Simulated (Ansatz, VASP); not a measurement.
**Two plane-wave programs on BiP**

```
Bi P
1.0
     0.00000    3.25191    3.25191
     3.25191    0.00000    3.25191
     3.25191    3.25191    0.00000
Bi P
1 1
Direct
  0.00000 0.00000 0.00000
  0.25000 0.25000 0.25000
```

Alike in both runs: task electric field gradients; functional PBE; k mesh 7 × 7 × 7; occupations fermi-dirac, width 0.05 eV; no spin polarisation.

|  | VASP | Ansatz |
| --- | --- | --- |
| version | VASP 6.6.1 | Ansatz 0.2.0 |
| potentials or method | VASP PAW PBE potentials, release 64 (Bi_d, P) | PAW with Ansatz's default frozen-core files, scalar-relativistic |
| plane-wave cutoff (eV) | 520 | 420 |
| valence electrons in the cell | 20 | 20 |

|  | VASP | Ansatz | Ansatz less VASP |
| --- | --- | --- | --- |
| pressure (GPa) | 0.1 | 0.1 | +0.05 |
| Vzz of the field gradient on the site that differs most (V/Å²) | 0.0 | 0.0 | 0.00 |

Ansatz warned: «gradients_without_spin_orbit».
